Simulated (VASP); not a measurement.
CdF2 (fluorite):

```yaml
crystal:
  lattice:
    - [0.00000, 2.69500, 2.69500]
    - [2.69500, 0.00000, 2.69500]
    - [2.69500, 2.69500, 0.00000]
  atoms:
    - { symbol: Cd, position: [0.00000, 0.00000, 0.00000] }
    - { symbol: F, position: [0.25000, 0.25000, 0.25000] }
    - { symbol: F, position: [0.75000, 0.75000, 0.75000] }
```

The lowest empty band near Γ, direction [110], from mBJ (TB09) with spin-orbit coupling in VASP (PAW); its two spin partners are averaged. The gap over the points computed is 6.61 eV, and the next band on that side lies 9.56 eV away at the edge.

Settings: 520 eV cut-off, 8×8×8 Γ-centred mesh, Gaussian smearing of 0.050 eV, potentials Cd F.

```csv
distance from the edge in k (1/Å),distance in energy (meV)
0.025,4.4
0.035,8.7
0.050,17.7
0.070,34.5
```

Fit E(1 + αE) = ħ²k²/2m* (ħ²/2m0 = 3.810 eV Å²) and predict the row at 0.095 1/Å.

The rows don't resolve α, so a parabola serves: the electron mass is m* = 0.540 m0, and so 63.6 meV. The run gave 63.1 meV, -0.5 meV from the fit.

Left out are points under 3 meV from the edge, since the levels carry 0.1 meV, and points farther than half the way to the next band.

The compound is CdF2 in the fluorite structure. The cell was not relaxed at this level.
